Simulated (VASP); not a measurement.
Computed with PBE GGA, VASP's PBE PAW potentials (set 64) (plane waves; VASP 6.6.1).

A VASP calculation is set up with these files.

### INCAR
```
SYSTEM = Mo3Si
PREC = Accurate
ENCUT = 500
EDIFF = 1E-6
NELM = 100
ALGO = Normal
LREAL = .FALSE.
LASPH = .TRUE.
ISMEAR = 1
SIGMA = 0.1
GGA = PE
LMAXMIX = 4
LWAVE = .FALSE.
LCHARG = .FALSE.
IBRION = 2
ISIF = 3
NSW = 40
EDIFFG = -0.02
PSTRESS = 100
```

POSCAR:
```
Mo3Si
1
    4.8779268266     0.0000000000     0.0000000000
    0.0000000000     4.8779268266     0.0000000000
    0.0000000000     0.0000000000     4.8779268266
Si Mo
2 6
Direct
  0.5000000000   0.5000000000   0.5000000000
  0.0000000000   0.0000000000   0.0000000000
  0.2500000000   0.0000000000   0.5000000000
  0.5000000000   0.2500000000   0.0000000000
  0.5000000000   0.7500000000   0.0000000000
  0.7500000000   0.0000000000   0.5000000000
  0.0000000000   0.5000000000   0.7500000000
  0.0000000000   0.5000000000   0.2500000000
```

KPOINTS:
```
Automatic mesh
0
gamma
 6 6 6
0 0 0
```

POTCAR, in this order: Si Mo_sv (PBE.64 set). Program: vasp_std.

Problem. Predict the energy per atom (σ→0), volume per atom, band gap (on the k-mesh).

Solution. 
```json
{
 "energy per atom (σ→0)": "-9856 meV/atom",
 "band gap (on the k-mesh)": "none (metal, semimetal or under 0.01 eV)",
 "volume_per_atom": "14.25 Å³/atom"
}
```

OSZICAR:
```
...
DAV:   3    -0.788446045461E+02    0.10691E+00   -0.79204E-01  2516   0.463E+00    0.194E+00
DAV:   4    -0.788424074490E+02    0.21971E-02   -0.92844E-02  2477   0.921E-01    0.595E-01
DAV:   5    -0.788435212180E+02   -0.11138E-02   -0.17158E-02  2413   0.718E-01    0.564E-01
DAV:   6    -0.788443364537E+02   -0.81524E-03   -0.14154E-03  2609   0.173E-01    0.552E-02
DAV:   7    -0.788443390731E+02   -0.26193E-05   -0.62597E-05  2548   0.335E-02    0.133E-02
DAV:   8    -0.788443414026E+02   -0.23295E-05   -0.35192E-06  2093   0.771E-03    0.554E-03
DAV:   9    -0.788443422079E+02   -0.80528E-06   -0.60836E-07  1437   0.436E-03
   3 F= -.71728345E+02 E0= -.71728365E+02  d E =-.338116E-01
```

The compound is Mo3Si in the A15 structure. This run relaxes it under an external pressure of 10 GPa. Symmetry was kept, so distortions that lower it aren't found.
